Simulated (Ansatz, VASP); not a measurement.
**ZnSi4S: VASP beside Ansatz**

Aim: how closely do two programs agree when they are given the same cell, functional and k mesh? The cell is generated by rule, not measured, and may not be a known phase. The cell is taken from a series of runs on this material, whose earlier steps may have relaxed, scaled, displaced or heated it; both programs get it as it stands.

Method: plane waves, with VASP 6.6.1 beside it; relaxation of cell and atoms at PBEsol, in Ansatz 0.2.0.

## (1) The starting structure

Symmetry: Imm2, No. 44, orthorhombic system. The conventional cell has a = 3.835 Å, b = 3.835 Å, c = 16.270 Å, α = 90.00°, β = 90.00°, γ = 90.00°. Nearest to S lie 2 Si at 2.35 Å and 2 Zn at 2.35 Å. Si has 2 S at 2.35 Å and 2 Si at 2.35 Å nearest. Si has 4 Si at 2.35 Å nearest. Nearest to Si lie 4 Si at 2.35 Å. Nearest to Si lie 2 Si at 2.35 Å and 2 Zn at 2.35 Å. Nearest to Zn lie 2 S at 2.35 Å and 2 Si at 2.35 Å. Farther neighbours and most contacts between anions are not listed.

## (2) Ansatz: relaxation of cell and atoms, PBEsol, pair 1

Ansatz runs on its default PAW (the set named soft_2) files.

The relaxed volume is the usual yardstick between codes: in a stiff, nearly cubic crystal its relative difference is about their pressure difference at one cell divided by the bulk modulus.

input.yaml reads:

```yaml
crystal:
  lattice:
    - [2.71167, 2.71167, 0.0]
    - [-2.71167, 2.71167, 0.0]
    - [2.71167, 0.0, 8.135]
  atoms:
    - { symbol: S, position: [0.416667, 0.083333, 0.166667] }
    - { symbol: Si, position: [0.333333, 0.666667, 0.333333] }
    - { symbol: Si, position: [0.75, 0.75, 0.5] }
    - { symbol: Si, position: [0.666667, 0.333333, 0.666667] }
    - { symbol: Si, position: [0.083333, 0.416667, 0.833333] }
    - { symbol: Zn, position: [0.0, 0.0, 0.0] }
kpoints:
  mp_grid: { grid: [6, 6, 6] }
hamiltonian:
  xc: pbesol
scf:
  occupations: { method: gaussian, width: 0.1 }
output:
  forces: true
  stress: true
  eigenvalues: true
relax:
  adjacent_minimum: "off"
  f_tol: 0.05
  max_steps: 80
  cell: { stress_tol: 0.5 }
```

The run is started by

```console
$ ansatz run input.yaml --threads 8 --pin off --max-ram 14336MiB --backend cpu --events-out ev --progress --plain --runs-dir out
```

Numbers of over 12 decimals in the logs are rounded to 6 here.

What it wrote:

```text
Warning: the atoms were moved onto the symmetric positions of the space group found under crystal.symmetry.tolerance 1.0e-5 (fractional; no operation is sought that the atoms, as they stand in a round, miss by more than twice it, and no atom is moved by as much as it), and the run uses the moved positions. Before a round's move an operation carried an atom to 5.42e-6 Å from where it should land, the largest such dist [...]
The last accepted step is kept in <dir> (removed where the run ends without a failure and the disk answers)
Engine: ansatz 0.2.0, x86_64-unknown-linux-gnu
Pseudopotentials: kind: paw
Pseudopotential: S, paw, valence charge 6, recommended cutoff 420 eV (normal), S.paw.azcp
Pseudopotential: Si, paw, valence charge 4, recommended cutoff 420 eV (normal), Si.paw.azcp
Pseudopotential: Zn, paw, valence charge 12, recommended cutoff 420 eV (normal), Zn.paw.azcp
Functional definition: PBEsol
  exchange = pbesol_x
  correlation = pbesol_c
Crystal: 6 atoms, lattice volume = 119.636 Å³
Basis set: ecut = 420 eV, 2343 PW (Γ), exchange–correlation on 54×54×120 points (8 copies of the dense FFT grid, shifted against one another)
Bands: 23, of which v1, the nominal top of the filled ones, is band 17 counted from 1 (16 counted from 0)
Symmetry: 4 space group operations
Space group: Imm2 (ITA 44), of the structure as read, at distance tolerance 4.9e-5 Å
k-points: 46 of 216 (time reversal used)
Non-local potential: S, projectors of the file, l = 0: 2, l = 1: 2, l = 2: 2
Non-local potential: Si, projectors of the file, l = 0: 2, l = 1: 2, l = 2: 2
Non-local potential: Zn, projectors of the file, l = 0: 2, l = 1: 2, l = 2: 3, l = 3: 1
PAW form: soft (Blöchl's): semilocal exchange-correlation on the pseudo side does not see the compensation charge
PAW frozen core: S, regenerated for the run's functional, and the local potential with it (the file was generated under x = pbe(κ = 0.804, μ = 0.219515), c = pbe(β = 0.066725))
PAW frozen core: Si, regenerated for the run's functional, and the local potential with it (the file was generated under x = pbe(κ = 0.804, μ = 0.219515), c = pbe(β = 0.066725))
PAW frozen core: Zn, regenerated for the run's functional, and the local potential with it (the file was generated under x = pbe(κ = 0.804, μ = 0.219515), c = pbe(β = 0.066725))
PAW one-centre angular grid: S, 110 points (default); XC on 64 Gauss nodes
PAW one-centre angular grid: Si, 110 points (default); XC on 64 Gauss nodes
PAW one-centre angular grid: Zn, 590 points (default); XC on 64 Gauss nodes
Initial density: superposition of atomic densities (neutral atoms: chi_scale 0, normalization atom), corrected by the library's trained network
Initial wavefunctions: pseudopotential atomic-orbital guess
Functional: x = pbesol(κ = 0.804, μ = 0.123457), c = pbesol(β = 0.046)
SCF iter   1: F=—  HF=-6651.877992 eV  |F-HF|=—  |Δ(HF+E_count)|=         —  Δρ=4.68e-3  dr2=3.74e-2  ethr=1.77e-3  ⟨swp⟩=7.3  Hψ=6008  notcnv=0
preconditioner: auto → Resta (q_TF=auto, 2.212 Å⁻¹)  ε∞=6.1  [insulator: Δε(μ)=0.123 eV  Ē_g=8.759 eV  σ=0.100 eV  W_gap=0.57  n_scr=20 (ndim 8)  ℏωp=19.8 eV  f_vac=0.000  D(μ)=0.14/eV (n_scr^D=0)  ε∞_Penn≈6.1]
SCF iter   2: F=—  HF=-6651.871115 eV  |F-HF|=—  |Δ(HF+E_count)|=   6.88e-3  Δρ=1.94e-3  dr2=7.93e-3  ethr=1.10e-4  ⟨swp⟩=2.0  Hψ=1668  notcnv=0
preconditioner: auto → Kerker (q_TF=auto, 2.212 Å⁻¹)  [metal: Δε(μ)=0.099 eV  Ē_g=8.796 eV  σ=0.100 eV  W_gap=0.46  n_scr=20 (ndim 8)  ℏωp=19.8 eV  f_vac=0.000  D(μ)=0.17/eV (n_scr^D=0)]
SCF iter   3: F=—  HF=-6651.870119 eV  |F-HF|=—  |Δ(HF+E_count)|=   9.96e-4  Δρ=1.67e-3  dr2=2.72e-3  ethr=2.33e-5  ⟨swp⟩=2.0  Hψ=1633  notcnv=0
SCF iter   4: F=—  HF=-6651.869140 eV  |F-HF|=—  |Δ(HF+E_count)|=   9.79e-4  Δρ=3.63e-4  dr2=2.77e-4  ethr=8.00e-6  ⟨swp⟩=2.0  Hψ=1644  notcnv=0
SCF iter   5: F=—  HF=-6651.869138 eV  |F-HF|=—  |Δ(HF+E_count)|=   2.05e-6  Δρ=8.93e-5  dr2=1.48e-5  ethr=8.14e-7  ⟨swp⟩=2.7  Hψ=1758  notcnv=0
SCF iter   6: F=—  HF=-6651.869082 eV  |F-HF|=—  |Δ(HF+E_count)|=   5.62e-5  Δρ=2.71e-5  dr2=1.83e-6  ethr=4.35e-8  ⟨swp⟩=2.8  Hψ=1797  notcnv=0
[...]
SCF iter   5: F=—  HF=-6651.942751 eV  |F-HF|=—  |Δ(HF+E_count)|=   5.62e-5  Δρ=3.86e-5  dr2=2.23e-6  ethr=5.20e-8  ⟨swp⟩=2.5  Hψ=1794  notcnv=0
SCF iter   6: F=-6651.942751 eV  HF=-6651.942751 eV  |F-HF|=2.68e-8  |Δ(HF+E_count)|=   3.29e-7  Δρ=7.84e-6  dr2=1.22e-7  ethr=1.76e-9  ⟨swp⟩=5.5  Hψ=4851  notcnv=0
SCF 2 converged in 6 iterations: F = -6651.942751 eV  dr2 = 1.22e-7
relax step   2: F+E_penalty+E_count = -6651.94275129 eV  Δ(F+E_penalty+E_count) = -7.367e-2 eV  max|allowed force component| = 5.389e-1 eV/Å  Δτ_max = 0.0723 Å  P = +0.020 GPa  Ω = 119.549 Å³  energy of the carried Pulay correction = +1.906e-5 eV  (6 SCF iters, dr2 threshold 6.00e-7 eV, accepted)
[...]
relax step   3: F+E_penalty+E_count = -6651.96066574 eV  Δ(F+E_penalty+E_count) = -1.791e-2 eV  max|allowed force component| = 1.139e-1 eV/Å  Δτ_max = 0.0474 Å  P = +0.067 GPa  Ω = 119.807 Å³  energy of the carried Pulay correction = -3.744e-5 eV  (6 SCF iters, dr2 threshold 6.00e-7 eV, accepted)
[...]
relax step   4: F+E_penalty+E_count = -6651.96160390 eV  Δ(F+E_penalty+E_count) = -9.382e-4 eV  max|allowed force component| = 1.633e-2 eV/Å  Δτ_max = 0.0169 Å  P = -0.020 GPa  Ω = 120.056 Å³  energy of the carried Pulay correction = -9.152e-5 eV  (5 SCF iters, dr2 threshold 6.00e-7 eV, accepted)
[...]
relax step   5: F+E_penalty+E_count = -6651.96168591 eV  Δ(F+E_penalty+E_count) = -8.201e-5 eV  max|allowed force component| = 1.629e-2 eV/Å  Δτ_max = 0.0000 Å  P = -0.021 GPa  Ω = 120.056 Å³  stress off target by 3.92e-2 GPa  SCF on the basis re-selected at this cell (its energy is not comparable with the rows above)  (4 SCF iters)
basis re-selected at this cell: Δ(F+E_penalty+E_count) = -8.201e-5 eV, ΔP = -0.001 GPa vs the last step (what re-selecting the basis moved, of the pressure what is left beyond the Pulay correction that the steps carried, after the strain that the cell walked since its last selection, with what the two solves' SCF thresholds leave and, on support functions, any second-order correction that the steps lacked; it is no m [...]
SCF converged after 4 iterations
Free energy (F): -6651.961686 eV
Harris-Foulkes:  -6651.961686 eV  (|F-HF|=5.95e-8)
Internal energy: -6651.961560 eV  (E = F + TS)
E sigma→0 (E₀):  -6651.961623 eV
Entropy (-TS):   -0.000126 eV (-0.021 meV/atom)
Fermi energy:    6.775645 eV
--- Per-component energies (eV) ---
  E_band       = 13.828843
  E_kinetic    = 398.414762
  E_local      = -2598.157605  (includes V_loc(G=0)·N_el)
  E_nonlocal   = 744.846451
  E_hartree    = 1100.603199
  E_xc         = -450.707861
  E_vxc        = -327.344118  (∫ρ·V_xc dr)
  E_paw        = -4367.210994  (= ΣΔE_a)
  E_vpaw       = -405.138308  (= ΣTr[D̂ρ^β])
  E_aug_tail   = -0.000332  (compensation charges beyond the density's cutoff)
  E_ewald      = -1480.734727
  E_core_change = 0.985547  (= ΣΔE_core)
  E_smearing   = -0.000126  (= −TS)
  E_closure    = -0.000000  (closes the sum)
  Σ components = -6651.961686   (vs F -6651.961686, Δ=0.00e0)
--- Forces (eV/Å), atoms counted from 1 ---
  atom   1  S      0.00000000     0.00000000     0.00713084
  atom   2  Si    -0.00000000     0.00000000    -0.01086213
  atom   3  Si     0.00000000     0.00000000    -0.01629227
  atom   4  Si    -0.00000000     0.00000000     0.00431611
  atom   5  Si     0.00000000     0.00000000     0.00194047
  atom   6  Zn    -0.00000000    -0.00000000     0.01375688
  max |Σ_I F_I| component: 1.01e-5 eV/Å
--- Stress (GPa, compression-positive) ---
       -0.011959       0.021422       0.000000
        0.021422      -0.011959      -0.000000
        0.000000      -0.000000      -0.039160
  P = ⅓ Tr σ = -0.0210 GPa (-0.210 kbar)
--- Band table (eV; the first three rows and the last of 46) ---
  k-point 0: bands = [... 13 lower, 4.3811, 5.5272, 6.0831, 6.2798, 7.3078, 7.5195, 8.0561, 8.9340, ... 2 higher]
  k-point 1: bands = [... 13 lower, 4.4113, 5.2586, 5.9642, 6.3451, 7.2716, 7.3231, 8.0242, 8.9859, ... 2 higher]
  k-point 2: bands = [... 13 lower, 4.5213, 4.6718, 5.7030, 6.4050, 7.0276, 7.2370, 8.0052, 8.8627, ... 2 higher]
  k-point 45: bands = [... 13 lower, 2.8545, 3.1747, 3.8096, 4.2673, 7.5017, 7.7287, 8.1830, 8.5901, ... 2 higher]
--- Relaxed structure (4 steps of the walk, 4 accepted, 1 SCFs on fresh bases) ---
  F+E_penalty+E_count = -6651.96168591 eV   max|allowed force component| = 1.629e-2 eV/Å   (the final SCF, on the basis selected at the relaxed cell)
  cell:  # Å, volume = 120.0556 Å³
    - [2.712447, 2.712447, 0]
    - [-2.720726, 2.720726, 0]
    - [2.716586, -0.00413915, 8.134040]
  atoms:
    - { symbol: S, position: [0.409099, 0.090901, 0.181803] }
    - { symbol: Si, position: [0.333749, 0.666251, 0.332502] }
    - { symbol: Si, position: [0.751819, 0.748181, 0.496361] }
    - { symbol: Si, position: [0.667939, 0.332061, 0.664122] }
    - { symbol: Si, position: [0.085507, 0.414493, 0.828987] }
    - { symbol: Zn, position: [0.00188694, -0.00188694, -0.00377389] }
```

(Continued in part 2 of 3.)

[Lines on the potential files, build, host, timing and source positions are cut from VASP's logs without a mark.]

[Logs are printed without paths, hosts, clocks, repeated set-up lines and the standing remarks that a program may print on its own settings, such as how far it seeks lower states.]

[Hosts, paths, dates, database ids (printed as entryN), source tags and the programs' standing remarks are cut or masked in the printed files.]
